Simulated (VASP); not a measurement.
Given:

```
Si
1.0
    0.00000     2.71550     2.71550
    2.71550     0.00000     2.71550
    2.71550     2.71550     0.00000
Si
2
Direct
  0.00000   0.00000   0.00000
  0.25000   0.25000   0.25000
```

Method: optB86b-vdW, VASP's PBE PAW potentials (set 64) (plane waves; VASP). Numerical set-up: 520 eV cut-off, 8×8×8 Γ-centred mesh, Gaussian smearing of 0.050 eV, potentials Si.

Question: The ions, cell shape and volume are relaxed. Which structure does the run end with?

Answer: 
```
Si
1.0
    0.00000     2.72770     2.72770
    2.72770     0.00000     2.72770
    2.72770     2.72770     0.00000
Si
2
Cartesian
  0.00000   0.00000   0.00000
  1.36385   1.36385   1.36385
```
Space group Fd-3m (227), at a tolerance of 0.03 Å.

Question: How do energy and volume change from the first to the last step?

Answer: The energy (σ→0) changes by -1.1 meV/atom and the volume by +1.4 %, in 3 ionic steps.

```json
[
 {"step": "1", "E(σ→0) (eV)": "-8.6073", "max force (eV/Å)": "0.000", "pressure (GPa)": "1.27", "volume (Å³)": "40.05"},
 {"step": "2", "E(σ→0) (eV)": "-8.6084", "max force (eV/Å)": "0.000", "pressure (GPa)": "-0.84", "volume (Å³)": "40.97"},
 {"step": "3", "E(σ→0) (eV)": "-8.6095", "max force (eV/Å)": "0.000", "pressure (GPa)": "0.00", "volume (Å³)": "40.59"}
]
```

The compound is Si in the diamond structure. This run relaxes it. Symmetry was kept, so distortions that lower it aren't found.
